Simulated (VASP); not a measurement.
Level of theory: PBEsol GGA, VASP's PBE PAW potentials (set 64) (plane waves; VASP).

VASP ran on this input.

**POSCAR**
```
YB
1.0
  0.0000000000   2.6462957827   2.6462957827
  2.6462957827   0.0000000000   2.6462957827
  2.6462957827   2.6462957827   0.0000000000
Y B
1 1
Cartesian
  0.0000000000   0.0000000000   0.0000000000
  2.6462957827   2.6462957827   2.6462957827
```

INCAR:
```
! general
SYSTEM   =  YB
PREC     =  Accurate
ENCUT    =  520
LREAL    =  .FALSE.
LASPH    =  .TRUE.

! electronic loop
EDIFF    =  1E-6
NELM     =  100
ALGO     =  Normal
LMAXMIX  =  4

! smearing
ISMEAR   =  1
SIGMA    =  0.1

! functional
GGA      =  PS

! ions
IBRION   =  2
NSW      =  60
ISIF     =  3
EDIFFG   =  -0.01

! output
LWAVE    =  .FALSE.
LCHARG   =  .FALSE.
```

File KPOINTS:
```
Automatic mesh
0
Gamma
11 11 11
0 0 0
```

POTCAR, in this order: Y_sv B (PBE.64 set). Program: vasp_std.

What VASP printed:

### OSZICAR
```
       N       E                     dE             d eps       ncg     rms          rms(c)
DAV:   1     0.300187014604E+02    0.30019E+02   -0.72300E+03  1232   0.121E+03
DAV:   2    -0.123375285764E+02   -0.42356E+02   -0.40860E+02  1514   0.205E+02
DAV:   3    -0.141336677321E+02   -0.17961E+01   -0.17500E+01  1706   0.302E+01
DAV:   4    -0.142246581654E+02   -0.90990E-01   -0.90832E-01  1698   0.626E+00
DAV:   5    -0.142267950050E+02   -0.21368E-02   -0.21366E-02  1718   0.793E-01    0.325E+01
DAV:   6    -0.132686218154E+02    0.95817E+00   -0.25856E+00  1401   0.907E+00    0.235E+01
DAV:   7    -0.132405483794E+02    0.28073E-01   -0.64309E-01  1741   0.501E+00    0.819E+00
DAV:   8    -0.132308244732E+02    0.97239E-02   -0.11654E-01  1428   0.223E+00    0.642E-01
DAV:   9    -0.132294962430E+02    0.13282E-02   -0.98075E-03  1515   0.581E-01    0.274E-01
DAV:  10    -0.132293225047E+02    0.17374E-03   -0.12015E-03  1448   0.303E-01    0.545E-02
DAV:  11    -0.132293206682E+02    0.18366E-05   -0.67040E-05  1738   0.704E-02    0.513E-02
DAV:  12    -0.132293178484E+02    0.28198E-05   -0.14941E-05  1440   0.325E-02    0.161E-02
DAV:  13    -0.132293179879E+02   -0.13957E-06   -0.55923E-07   832   0.809E-03
   1 F= -.13229318E+02 E0= -.13229328E+02  d E =-.132293E+02
       N       E                     dE             d eps       ncg     rms          rms(c)
DAV:   1    -0.132296534209E+02   -0.33557E-03   -0.71189E-03  1645   0.680E-01    0.150E-01
DAV:   2    -0.132293704534E+02    0.28297E-03   -0.66018E-04  1553   0.239E-01    0.808E-02
DAV:   3    -0.132293118615E+02    0.58592E-04   -0.52341E-04  1824   0.137E-01    0.749E-02
DAV:   4    -0.132293235048E+02   -0.11643E-04   -0.20758E-05  1453   0.447E-02    0.290E-02
DAV:   5    -0.132293279491E+02   -0.44443E-05   -0.20680E-05  1950   0.225E-02    0.752E-03
DAV:   6    -0.132293283619E+02   -0.41276E-06   -0.47633E-07   874   0.650E-03
   2 F= -.13229328E+02 E0= -.13229349E+02  d E =-.103739E-04
```

**OUTCAR**
```
------------------------ aborting loop because EDIFF is reached ----------------------------------------
  FORCE on cell =-STRESS in cart. coord.  units (eV):
  Direction    XX          YY          ZZ          XY          YZ          ZX
  --------------------------------------------------------------------------------------
  Total       -0.0168196     -0.0168196     -0.0168196      0.0000000      0.0000000      0.0000000
  in kB       -0.7256256     -0.7256256     -0.7256256      0.0000000      0.0000000      0.0000000
  external PRESSURE =      -0.7256256 kB  Pullay stress =       0.0000000 kB
  volume of cell :       37.14
      direct lattice vectors                 reciprocal lattice vectors
     0.000000000  2.648062062  2.648062062    -0.188817327  0.188817327  0.188817327
     2.648062062  0.000000000  2.648062062     0.188817327 -0.188817327  0.188817327
     2.648062062  2.648062062  0.000000000     0.188817327  0.188817327 -0.188817327
 POSITION                                       TOTAL-FORCE (eV/Angst)
 -----------------------------------------------------------------------------------
      2.64806      2.64806      5.29612        -0.000000      0.000000     -0.000000
      2.64806      2.64806      2.64806         0.000000     -0.000000      0.000000
 -----------------------------------------------------------------------------------
    total drift:                                0.000000     -0.000000      0.000000
  FREE ENERGIE OF THE ION-ELECTRON SYSTEM (eV)
  ---------------------------------------------------
  free  energy   TOTEN  =       -13.2293283619 eV

  energy  without entropy=      -13.2293902059  energy(sigma->0) =      -13.22934898

 reached required accuracy - stopping structural energy minimisation
```
(Selected blocks of OUTCAR.)

CONTCAR:
```
YB
   1.00000000000000
     0.0000000000000000    2.6480620621348612    2.6480620621348612
     2.6480620621348612    0.0000000000000000    2.6480620621348612
     2.6480620621348612    2.6480620621348612    0.0000000000000000
  Y               B
     1     1
Direct
     1.0000000000000000    1.0000000000000000    0.0000000000000000
     0.5000000000000000    0.5000000000000000    0.5000000000000000
```

The structure was generated: YB was put into the rock salt type (Fm-3m), which need not be its known phase. This run relaxes it. Symmetry was kept, so distortions that lower it aren't found. The start is the result of an earlier pass.
